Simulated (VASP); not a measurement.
An input for Quantum ESPRESSO's pw.x (written as the equivalent of a VASP run, and not itself run):

```
&CONTROL
  calculation = 'scf'
  pseudo_dir = './pseudo'
  outdir = './out'
  tprnfor = .true.
  tstress = .true.
/
&SYSTEM
  ibrav = 0
  nat = 3
  ntyp = 2
  ecutwfc = 84
  occupations = 'smearing'
  smearing = 'gaussian'
  degauss = 0.003675
  input_dft = 'vdw-df-ob86'
/
&ELECTRONS
  conv_thr = 7.3e-09
  electron_maxstep = 100
/
ATOMIC_SPECIES
  Hf 178.490 Hf.upf
  O 15.999 O.upf
CELL_PARAMETERS angstrom
     0.0000000    2.5735135    2.5735135
     2.5735135    0.0000000    2.5735135
     2.5735135    2.5735135    0.0000000
ATOMIC_POSITIONS crystal
  Hf   0.0000000  0.0000000  0.0000000
  O    0.2500000  0.2500000  0.2500000
  O    0.7500000  0.7500000  0.7500000
K_POINTS automatic
  8 8 8 0 0 0
```

Problem. Write the VASP files for the same calculation (optB86b-vdW).

Solution. This is not unique; one that fits is 
File POSCAR:
```
HfO2
1
    0.0000000000     2.5735135029     2.5735135029
    2.5735135029     0.0000000000     2.5735135029
    2.5735135029     2.5735135029     0.0000000000
Hf O
1 2
Direct
  0.0000000000   0.0000000000   0.0000000000
  0.2500000000   0.2500000000   0.2500000000
  0.7500000000   0.7500000000   0.7500000000
```

INCAR:
```
SYSTEM = HfO2
PREC = Accurate
ENCUT = 520
EDIFF = 1E-7
NELM = 100
ALGO = Normal
LREAL = .FALSE.
LASPH = .TRUE.
ISMEAR = 0
SIGMA = 0.05
GGA = MK
PARAM1 = 0.1234
PARAM2 = 1.0
LUSE_VDW = .TRUE.
AGGAC = 0.0
LMAXMIX = 6
LWAVE = .FALSE.
LCHARG = .FALSE.
ISIF = 2
```

### KPOINTS
```
Regular mesh
0
Gamma
 8 8 8
```

POTCAR, in this order: Hf_pv O (PBE.64 set). Program: vasp_std.

What does not carry over: the potentials are each code's own (VASP's PAW set, PseudoDojo norm-conserving files in pw.x), so ENCUT and ecutwfc are chosen apart and not converted; conv_thr bounds pw.x's estimated SCF error, while EDIFF bounds the energy change between steps.

The compound is HfO2 in the fluorite structure, the high-temperature cubic form, which is unstable at 0 K; the monoclinic form is the stable one. This cell is one point of a volume scan, at 1.06 of the reference volume.
